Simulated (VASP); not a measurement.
Set up this calculation in VASP 6.6.1, as the native input.

- Task: single point
- Functional: PBEsol
- Potentials or basis: VASP PAW PBE potentials, release 64 (Sn_d, S, Be)
- Cutoff: 520 eV
- k mesh: 4 × 4 × 4
- Occupations: gaussian, width 0.05 eV
- Spin: no spin polarisation
- Dipole correction: no
- Further INCAR settings: ALGO = Fast; EDIFF = 1e-06; NBANDS = 21

The structure of Be3SnS lies in POSCAR:

```
Be3SnS
1.0
    4.4084061908      0.0000000000      0.0000000000
    0.0000000000      4.4084061908      0.0000000000
    0.0000000000      0.0000000000      4.4084061908
Sn S Be
1 1 3
Direct
    0.0000000000      0.0000000000      0.0000000000
    0.5000000000      0.5000000000      0.5000000000
    0.5000000000      0.5000000000      0.0000000000
    0.5000000000      0.0000000000      0.5000000000
    0.0000000000      0.5000000000      0.5000000000
```

The cell comes from a database or a generator and needn't be the stable form of this composition.

These files were run (other wordings do the same):

INCAR

```
SYSTEM = Be3SnS
PREC = Accurate
ENCUT = 520
EDIFF = 1E-6
ISMEAR = 0
SIGMA = 0.05
LREAL = .False.
LASPH = .True.
NELM = 100
ALGO = Fast
ISIF = 2
LWAVE = .False.
LCHARG = .False.
GGA = PS
NBANDS = 21
```

KPOINTS

```
Automatic mesh
0
Gamma
  4 4 4
  0 0 0
```

Potentials or basis: VASP PAW PBE potentials, release 64 (Sn_d, S, Be).

The run is started by

```console
$ cat potpaw_PBE.64/Sn_d/POTCAR potpaw_PBE.64/S/POTCAR potpaw_PBE.64/Be/POTCAR > POTCAR
$ mpirun -np 1 vasp_std > vasp.out
```

Results of the run:

```
Pressure               : -9.8 GPa
Band gap on the k mesh : none (metal or under the smearing width)
```

Caveat: the PAW data sets were made with another functional, which shifts forces and pressure a little.

Run time: 22 s on 1 thread of AMD EPYC 7R13 Processor (Zen 3), with other jobs on the host, peak memory 0.17 GiB.
